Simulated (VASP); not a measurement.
VASP ran on this input.

**INCAR**
```
# general
SYSTEM = Be
PREC   = Accurate
ENCUT  = 400
LREAL  = F
LASPH  = T

# electronic loop
EDIFF  = 1E-6
NELM   = 100
ALGO   = Normal

# smearing
ISMEAR = 1
SIGMA  = 0.1

# functional
GGA    = PE

# ions
ISIF   = 2

# output
LWAVE  = F
LCHARG = F
```

### KPOINTS
```
Automatic mesh
0
Gamma
16 16 9
0 0 0
```

POSCAR:
```
Be
1
    1.1687560000    -1.9896340000     0.0000000000
    1.1687560000     1.9896340000     0.0000000000
    0.0000000000     0.0000000000     3.5425540000
Be
2
Direct
  0.3333330000   0.6666670000   0.2500000000
  0.6779650000   0.3446310000   0.7500000000
```

POTCAR, in this order: Be (PBE.64 set). Program: vasp_std.

**Question.** Write an equivalent input for Quantum ESPRESSO's pw.x.

**Answer.** One equivalent input (not run):
```
&CONTROL
  calculation = 'scf'
  pseudo_dir = './pseudo'
  outdir = './out'
  tprnfor = .true.
  tstress = .true.
/
&SYSTEM
  ibrav = 0
  nat = 2
  ntyp = 1
  ecutwfc = 88
  occupations = 'smearing'
  smearing = 'methfessel-paxton'
  degauss = 0.00735
  input_dft = 'pbe'
/
&ELECTRONS
  conv_thr = 7.3e-08
  electron_maxstep = 100
/
ATOMIC_SPECIES
  Be 9.012 Be.upf
CELL_PARAMETERS angstrom
     1.1687560   -1.9896340    0.0000000
     1.1687560    1.9896340    0.0000000
     0.0000000    0.0000000    3.5425540
ATOMIC_POSITIONS crystal
  Be   0.3333330  0.6666670  0.2500000
  Be   0.6779650  0.3446310  0.7500000
K_POINTS automatic
  16 16 9 0 0 0
```
The two are equivalent in intent, not identical: the potentials are each code's own (VASP's PAW set, PseudoDojo norm-conserving files in pw.x), so ENCUT and ecutwfc are chosen apart and not converted; conv_thr bounds pw.x's estimated SCF error, while EDIFF bounds the energy change between steps.

The compound is Be in the hcp structure. The cell was not relaxed at this level, atoms are displaced from their ideal sites.
